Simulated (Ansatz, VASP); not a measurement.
# InGaSbAs ([001] superlattice of 2 + 2 monolayers (invented)): VASP beside Ansatz, part 2 of 2

One calculation is typed for both programs; each brings its own data sets. How far apart do they land? The cell is generated by rule, not measured, and may not be a known phase. The cell is taken from a series of runs on this material, whose earlier steps may have relaxed, scaled, displaced or heated it; both programs get it as it stands.

VASP 6.6.1 and Ansatz 0.2.0.

So far: Starting point; Ansatz: relaxation of cell and atoms, r2SCAN.

### Step 3. VASP: relaxation of cell and atoms, r2SCAN

Level of this step: r2SCAN; plane waves and PAW (In_d, As, Ga_d, Sb); invented cell (VASP).

The same cell, functional, mesh and smearing now go to VASP, with its own data sets.

Lines of VASP's logs that name or quote its potential files are left out, and so is its time.

Input file INCAR:

```
SYSTEM = InGaSbAs
PREC = Accurate
ENCUT = 550
EDIFF = 1E-07
NELM = 120
ISMEAR = 0
SIGMA = 0.1
LREAL = .FALSE.
ALGO = Normal
METAGGA = R2SCAN
LASPH = .TRUE.
NBANDS = 44
LORBIT = 11
LWAVE = .FALSE.
LCHARG = .FALSE.
ISIF = 3
IBRION = 2
NSW = 80
EDIFFG = -0.005
GGA_COMPAT = .FALSE.
NELMIN = 4
LMIXTAU = .TRUE.
KPAR = 2
```

Input file POSCAR:

```
InGaSbAs
1.0
    4.3175810000      0.0000000000      0.0000000000
    0.0000000000      4.3331040000      0.0000000000
    0.0000000000      0.0000000000     12.2680340000
In As Ga Sb
2 2 2 2
Direct
    0.0000000000      0.0000000000      0.0096404200
    0.4999998842      0.5000000000      0.2585803072
    0.0000000000      0.5000000000      0.1336477385
    0.4999998842      0.0000000000      0.3835103489
    0.0000000000      0.0000000000      0.4915173858
    0.4999998842      0.5000000000      0.7415610358
    0.0000000000      0.5000000000      0.6161345004
    0.4999998842      0.0000000000      0.8654084265
```

Input file KPOINTS:

```
Automatic mesh
0
Gamma
8 8 4
0 0 0
```

Potentials, in the order of the species: In_d, As, Ga_d and Sb (PBE family, release 64).

Run with:

```console
$ mpirun -np 2 vasp_std
```

Numbers of over 12 decimals in the logs are rounded to 6 here.

What it wrote:

```text
[banner, memory and clock lines left out]
running    2 mpi-ranks, on    1 nodes
 distrk:  each k-point on    1 cores,    2 groups
 distr:  one band on    1 cores,    1 groups

 POSCAR found type information on POSCAR InAsGaSb
 POSCAR found :  4 types and       8 ions
|                                                                             |
|               ----> ADVICE to this user running VASP <----                  |
|                                                                             |
|     You enforced a specific xc type in the INCAR file but a different       |
|     [... a line on the potential file left out ...]
|     I HOPE YOU KNOW WHAT YOU ARE DOING!                                     |
|                                                                             |

 LDA part: xc-table for (None), standard interpolation
 POSCAR, INCAR and KPOINTS ok, starting setup
 FFT: planning ... GRIDC
 FFT: planning ... GRID_SOFT
 FFT: planning ... GRID
 WAVECAR not read
 entering main loop
       N       E                     dE             d eps       ncg     rms          rms(c)
DAV:   1     0.555316319131E+03    0.55532E+03   -0.33440E+04  6668   0.208E+03
DAV:   2    -0.533393976381E+02   -0.60866E+03   -0.59554E+03  6912   0.539E+02
DAV:   3    -0.154975186004E+03   -0.10164E+03   -0.98661E+02  7588   0.203E+02
DAV:   4    -0.161410360350E+03   -0.64352E+01   -0.63832E+01  8208   0.490E+01
DAV:   5    -0.161667477353E+03   -0.25712E+00   -0.25678E+00 10308   0.101E+01    0.963E+00
DAV:   6    -0.157410810542E+03    0.42567E+01   -0.37904E+00  8728   0.253E+01    0.491E+00
DAV:   7    -0.152006696939E+03    0.54041E+01   -0.10931E+00  7104   0.709E+00    0.214E+00
DAV:   8    -0.154169814858E+03   -0.21631E+01   -0.10542E+00  7728   0.770E+00    0.115E+00
DAV:   9    -0.150861966951E+03    0.33078E+01   -0.47886E-01  6848   0.508E+00    0.520E-01
DAV:  10    -0.151062138242E+03   -0.20017E+00   -0.23160E-01  6932   0.285E+00    0.334E-01
DAV:  11    -0.151200160524E+03   -0.13802E+00   -0.76876E-02  7080   0.162E+00    0.170E-01
DAV:  12    -0.151200348733E+03   -0.18821E-03   -0.28059E-03  8372   0.405E-01    0.223E-01
DAV:  13    -0.151186633478E+03    0.13715E-01   -0.34573E-03  7168   0.335E-01    0.269E-01
DAV:  14    -0.151161800013E+03    0.24833E-01   -0.45710E-03  7688   0.456E-01    0.126E-01
[...]
DAV:  28    -0.151206738651E+03    0.18875E-05   -0.16551E-06  8872   0.138E-02    0.102E-01
DAV:  29    -0.151206728625E+03    0.10026E-04   -0.18449E-05  7748   0.405E-02    0.459E-02
DAV:  30    -0.151206729880E+03   -0.12548E-05   -0.44217E-06  8792   0.135E-02    0.230E-02
DAV:  31    -0.151206734378E+03   -0.44976E-05   -0.68657E-06  7472   0.176E-02    0.188E-02
DAV:  32    -0.151206733376E+03    0.10012E-05   -0.19229E-06  8056   0.138E-02    0.780E-03
DAV:  33    -0.151206732996E+03    0.38003E-06   -0.29117E-07  5552   0.405E-03    0.456E-03
DAV:  34    -0.151206733143E+03   -0.14696E-06   -0.28027E-07  5508   0.362E-03    0.469E-03
DAV:  35    -0.151206733074E+03    0.69136E-07   -0.57453E-08  4108   0.156E-03
   1 F= -.15120673E+03 E0= -.15120636E+03  d E =-.151207E+03
 curvature:   0.00 expect dE= 0.000E+00 dE for cont linesearch  0.000E+00
 trial: gam= 0.00000 g(F)=  0.174E-04 g(S)=  0.342E-04 ort = 0.000E+00 (trialstep = 0.100E+01)
 search vector abs. value=  0.516E-04
 bond charge predicted
       N       E                     dE             d eps       ncg     rms          rms(c)
DAV:   1    -0.151207086832E+03   -0.35369E-03   -0.10487E-02  9424   0.108E+00    0.124E-01
DAV:   2    -0.151206768595E+03    0.31824E-03   -0.10476E-03  8772   0.385E-01    0.497E-02
DAV:   3    -0.151206752369E+03    0.16226E-04   -0.19375E-04  9260   0.144E-01    0.185E-02
DAV:   4    -0.151206755910E+03   -0.35407E-05   -0.28108E-05  6924   0.387E-02    0.179E-02
DAV:   5    -0.151206748018E+03    0.78920E-05   -0.12031E-05  7048   0.233E-02    0.120E-02
DAV:   6    -0.151206751439E+03   -0.34208E-05   -0.20678E-05  6868   0.298E-02    0.794E-03
DAV:   7    -0.151206755095E+03   -0.36565E-05   -0.35622E-06  6852   0.119E-02    0.321E-03
DAV:   8    -0.151206755136E+03   -0.40591E-07   -0.12141E-07  5036   0.238E-03
   2 F= -.15120676E+03 E0= -.15120639E+03  d E =-.220617E-04
 trial-energy change:   -0.000022  1 .order   -0.000025   -0.000052    0.000002
 step:   0.9581(harm=  0.9717)  dis= 0.00044  next Energy=  -151.206755 (dE=-0.221E-04)
 reached required accuracy - stopping structural energy minimisation
```

From OUTCAR (step 3):

```text
ion  position               nearest neighbor table
   1  0.000  0.000  0.010-   3 2.65   3 2.65   8 2.79   8 2.79
   2  0.500  0.500  0.259-   3 2.65   3 2.65   4 2.65   4 2.65
   3  0.000  0.500  0.134-   1 2.65   1 2.65   2 2.65   2 2.65
   4  0.500  0.000  0.384-   5 2.53   5 2.53   2 2.65   2 2.65
   5  0.000  0.000  0.492-   4 2.53   4 2.53   7 2.65   7 2.65
   6  0.500  0.500  0.742-   8 2.65   8 2.65   7 2.65   7 2.65
   7  0.000  0.500  0.616-   6 2.65   6 2.65   5 2.65   5 2.65
   8  0.500  0.000  0.865-   6 2.65   6 2.65   1 2.79   1 2.79

  LATTYP: Found a simple orthorhombic cell.
 ALAT       =     4.3175810000
 B/A-ratio  =     1.0035953002
 C/A-ratio  =     2.8414137453

 Subroutine GETGRP returns: Found  4 space group operations
 (whereof  4 operations were pure point group operations)

The static configuration has the point symmetry C_2v.

 Found     75 irreducible k-points:

   k-points           NKPTS =     75   k-points in BZ     NKDIM =     75   number of bands    NBANDS=     44

   dimension x,y,z NGX =    36 NGY =   36 NGZ =   96
   dimension x,y,z NGXF=    72 NGYF=   72 NGZF=  192

   ENCUT  =  550.0 eV  40.42 Ry    6.36 a.u.   8.26  8.29 23.46*2*pi/ulx,y,z

   NELECT =      72.0000    total number of electrons

 k-points in reciprocal lattice and weights: Automatic mesh
   0.00000000  0.00000000  0.00000000       0.004
   0.12500000  0.00000000  0.00000000       0.008
   0.25000000  0.00000000  0.00000000       0.008
   0.37500000  0.00000000  0.00000000       0.008
   0.50000000  0.00000000  0.00000000       0.004
   0.00000000  0.12500000  0.00000000       0.008
   0.12500000  0.12500000  0.00000000       0.016
   0.25000000  0.12500000  0.00000000       0.016
   0.37500000  0.12500000  0.00000000       0.016
[...]
0.37500000  0.50000000  0.50000000       0.008
   0.50000000  0.50000000  0.50000000       0.004

 average (electrostatic) potential at core
       1-102.3524       2-102.3768       3 -54.3775       4 -54.4720       5 -70.8275
       6 -70.7331       7 -92.9293       8 -92.8200

 E-fermi :   4.4968

 k-point     1 :       0.0000    0.0000    0.0000
  band No.  band energies     occupation
    ...
     33       2.7808      2.00000
     34       4.2029      1.99997
     35       4.3067      1.99284
     36       4.4021      1.81942
     37       4.4835      1.14981
     38       5.7724      0.00000
     39       5.8208      0.00000
     40       6.4507      0.00000
     41       6.4733      0.00000
     42       7.2567      0.00000
    ...

 k-point     2 :       0.1250    0.0000    0.0000
  band No.  band energies     occupation
    ...
     32       2.7334      2.00000
     33       2.7898      2.00000
     34       3.1878      2.00000
     35       3.9044      2.00000
     36       4.2428      1.99967
     37       5.4736      0.00000
     38       5.9672      0.00000
     39       6.4339      0.00000
     40       6.7561      0.00000
     41       6.8481      0.00000
    ...

 k-point     3 :       0.2500    0.0000    0.0000
  band No.  band energies     occupation
    ...
     32       2.6869      2.00000
     33       2.8845      2.00000
     34       2.9499      2.00000
     35       3.1007      2.00000
     36       4.0309      2.00000
     37       6.0656      0.00000
     38       6.2492      0.00000
     39       6.3210      0.00000
     40       6.5536      0.00000
     41       7.9093      0.00000
    ...

  Total       -0.0092614     -0.0107624     -0.0166278      0.0000000      0.0000000      0.0000000
  in kB       -0.0646006     -0.0750700     -0.1159823      0.0000000      0.0000000      0.0000000
  external PRESSURE =      -0.0852176 kB  Pullay stress =       0.0000000 kB

  energy-cutoff  :      550.00
  volume of cell :      229.70
      direct lattice vectors                 reciprocal lattice vectors
     4.318917060  0.000000000  0.000000000     0.231539524  0.000000000  0.000000000
     0.000000000  4.334185846  0.000000000     0.000000000  0.230723840  0.000000000
     0.000000000  0.000000000 12.270728203     0.000000000  0.000000000  0.081494756

 POSITION                                       TOTAL-FORCE (eV/Angst)
 -----------------------------------------------------------------------------------
      0.00000      0.00000      0.11775         0.000000      0.000000     -0.004780
      2.15946      2.16709      3.17285         0.000000      0.000000     -0.003174
      0.00000      2.16709      1.63981         0.000000      0.000000     -0.003981
      2.15946      0.00000      4.70572         0.000000      0.000000     -0.001697
      0.00000      0.00000      6.03173         0.000000      0.000000      0.003359
      2.15946      2.16709      9.09980         0.000000      0.000000      0.003523
      0.00000      2.16709      7.56032         0.000000      0.000000      0.003021
      2.15946      0.00000     10.61957         0.000000      0.000000      0.003730
 -----------------------------------------------------------------------------------
    total drift:                                0.000508      0.000000      0.020116

  FREE ENERGIE OF THE ION-ELECTRON SYSTEM (eV)
  ---------------------------------------------------
  free  energy   TOTEN  =      -151.2067551357 eV

  energy  without entropy=     -151.2060185088  energy(sigma->0) =     -151.20638682

 reached required accuracy - stopping structural energy minimisation

 total charge
# of ion       s       p       d       tot
------------------------------------------
    1        0.849   0.754   9.876  11.479
    2        0.838   0.732   9.886  11.456
    3        1.216   1.590   0.021   2.827
    4        1.216   1.573   0.024   2.812
    5        0.863   0.723   9.975  11.561
    6        0.873   0.762   9.966  11.600
    7        1.107   1.359   0.028   2.494
    8        1.107   1.371   0.025   2.503
--------------------------------------------------
tot          8.068   8.864  39.800  56.732

[... 3 further parts left out ...]
```

CONTCAR:

```
InGaSbAs
   1.00000000000000
     4.3189170595715183    0.0000000000000000    0.0000000000000000
     0.0000000000000000    4.3341858463775207    0.0000000000000000
     0.0000000000000000    0.0000000000000000   12.2707282030018003
  In              As              Ga              Sb
     2     2     2     2
Direct
     0.0000000000000000    0.0000000000000000    0.0095957740177113
     0.4999998842000011    0.5000000000000000    0.2585702538710045
     0.0000000000000000    0.5000000000000000    0.1336358497861251
     0.4999998842000011    0.0000000000000000    0.3834918942058561
     0.0000000000000000    0.0000000000000000    0.4915545763951406
     0.4999998842000011    0.5000000000000000    0.7415859726953943
     0.0000000000000000    0.5000000000000000    0.6161267770361895
     0.4999998842000011    0.0000000000000000    0.8654390650925763
```

The run keeps the 4 symmetry operations of its start, so it cannot find a distortion of lower symmetry.

### Step 4. Comparison

Known differences besides the potentials themselves: VASP keeps PBE cores, Ansatz makes them for the functional; the data sets hold 112 valence electrons in Ansatz (on its PAW soft_1 files) and 72 in VASP; the cutoff is 500 eV in Ansatz and 550 eV in VASP; Ansatz adds a Pulay correction to the stress that steers its cell, VASP none. Total energies have different zeros and are not compared.

The two programs side by side:

| quantity | Ansatz | VASP | difference |
| --- | --- | --- | --- |
| volume (Å³) | 229.52 | 229.70 | -0.08 % |
| edge a after relaxation, in the typed setting (Å) | 4.318 | 4.319 | -0.03 % |
| edge b after relaxation, in the typed setting (Å) | 4.333 | 4.334 | -0.03 % |
| edge c after relaxation, in the typed setting (Å) | 12.268 | 12.271 | -0.02 % |

### Step 5. Summary of results

```
difference in volume (relaxation of cell and atoms, r2SCAN) : -0.078 %
```

**Reading.** The difference in volume is -0.078 % (relaxation of cell and atoms, r2SCAN), within the 1.2 % picked in this series as the mark of a large difference, as far as the stopping tolerances let one tell. The data sets hold unlike numbers of valence electrons (112 in Ansatz and 72 in VASP), so part of the differences comes from the potentials. How closely two codes agree says nothing of how well the functional describes the real material.

[Lines on the potential files, build, host, timing and source positions are cut from VASP's logs without a mark.]

[Logs are printed without paths, hosts, clocks, repeated set-up lines and the standing remarks that a program may print on its own settings, such as how far it seeks lower states.]

[Hosts, paths, dates, database ids (printed as entryN), source tags and the programs' standing remarks are cut or masked in the printed files.]
